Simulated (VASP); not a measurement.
An input for Quantum ESPRESSO's pw.x (written as the equivalent of a VASP run, and not itself run):

```
&CONTROL
  calculation = 'vc-relax'
  pseudo_dir = './pseudo'
  outdir = './out'
  tprnfor = .true.
  tstress = .true.
  nstep = 40
  forc_conv_thr = 0.00078
/
&SYSTEM
  ibrav = 0
  nat = 3
  ntyp = 2
  ecutwfc = 84
  occupations = 'smearing'
  smearing = 'methfessel-paxton'
  degauss = 0.00735
  input_dft = 'pbesol'
/
&ELECTRONS
  conv_thr = 7.3e-08
  electron_maxstep = 100
/
&IONS
/
&CELL
  press = 50
/
ATOMIC_SPECIES
  Ti 47.867 Ti.upf
  B 10.810 B.upf
CELL_PARAMETERS angstrom
     1.5013908   -2.6004852    0.0000000
     1.5013908    2.6004852   -0.0000000
     0.0000000   -0.0000000    3.1614574
ATOMIC_POSITIONS crystal
  Ti   0.0000000  0.0000000  1.0000000
  B    0.3333330  0.6666670  0.5000000
  B    0.6666670  0.3333330  0.5000000
K_POINTS automatic
  12 12 10 0 0 0
```

Question: Translate this input to VASP (INCAR, KPOINTS, POSCAR, choice of POTCAR).

Answer: Several could match; the one computed here: 
### POSCAR
```
TiB2
1
    1.5013908045    -2.6004851820     0.0000000000
    1.5013908045     2.6004851820    -0.0000000000
    0.0000000000    -0.0000000000     3.1614573798
Ti B
1 2
Direct
  0.0000000000   0.0000000000   1.0000000000
  0.3333330000   0.6666670000   0.5000000000
  0.6666670000   0.3333330000   0.5000000000
```

KPOINTS:
```
kpoints
0
gamma
12 12 10
0 0 0
```

### INCAR
```
NELM = 100   ! most electronic steps
GGA = PS   ! PBEsol
LREAL = .FALSE.   ! projection in real space or not
IBRION = 2   ! conjugate gradients
EDIFF = 1E-6   ! SCF stop (eV)
LWAVE = .FALSE.
ALGO = Normal   ! blocked Davidson
SIGMA = 0.1   ! width (eV)
LASPH = .TRUE.
PREC = Accurate
PSTRESS = 50
ISIF = 3   ! ions, shape and volume
ISMEAR = 1
LMAXMIX = 4   ! l cut-off of mixed one-centre charges
NSW = 40
SYSTEM = TiB2
LCHARG = .FALSE.
ENCUT = 620
EDIFFG = -0.02   ! ionic stop
```

POTCAR, in this order: Ti_sv B (PBE.64 set). Program: vasp_std.

What does not carry over: the potentials are each code's own (VASP's PAW set, PseudoDojo norm-conserving files in pw.x), so ENCUT and ecutwfc are chosen apart and not converted; conv_thr bounds pw.x's estimated SCF error, while EDIFF bounds the energy change between steps; forc_conv_thr acts on force components and is met together with etot_conv_thr.

The compound is TiB2 in the AlB2 type structure. It was relaxed first under an external pressure of 5 GPa.
